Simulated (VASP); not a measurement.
Given:

```
AlRu
1.0
    2.98008     0.00000     0.00000
    0.00000     2.98008     0.00000
    0.00000     0.00000     2.98008
Al Ru
1 1
Cartesian
  1.49004   1.49004   1.49004
  0.00000   0.00000   0.00000
```

Level of theory: PBE GGA, VASP's PBE PAW potentials (set 64) (plane waves; VASP). Numerical set-up: 500 eV cut-off, 12×12×12 Γ-centred mesh, first-order Methfessel-Paxton smearing of 0.10 eV, potentials Al Ru_pv.

Energy and stress use the plane-wave basis of the starting cell.

Task: The ions, cell shape and volume at an external pressure of 10.0 GPa are relaxed. Predict the relaxed structure.

Result: 
```
AlRu
1.0
    2.95918     0.00000     0.00000
    0.00000     2.95918     0.00000
    0.00000     0.00000     2.95918
Al Ru
1 1
Cartesian
  1.47959   1.47959   1.47959
  0.00000   0.00000   0.00000
```
Space group Pm-3m (221), at a tolerance of 0.03 Å.

Task: How do energy and volume change from the first to the last step?

Result: The energy (σ→0) changes by +12.8 meV/atom and the volume by -2.1 %, in 3 ionic steps.

The compound is RuAl in the CsCl type structure. This run relaxes it under an external pressure of 10 GPa. Symmetry was kept, so distortions that lower it aren't found. The electron count is odd and the run is not spin-polarised, which forces a metal.
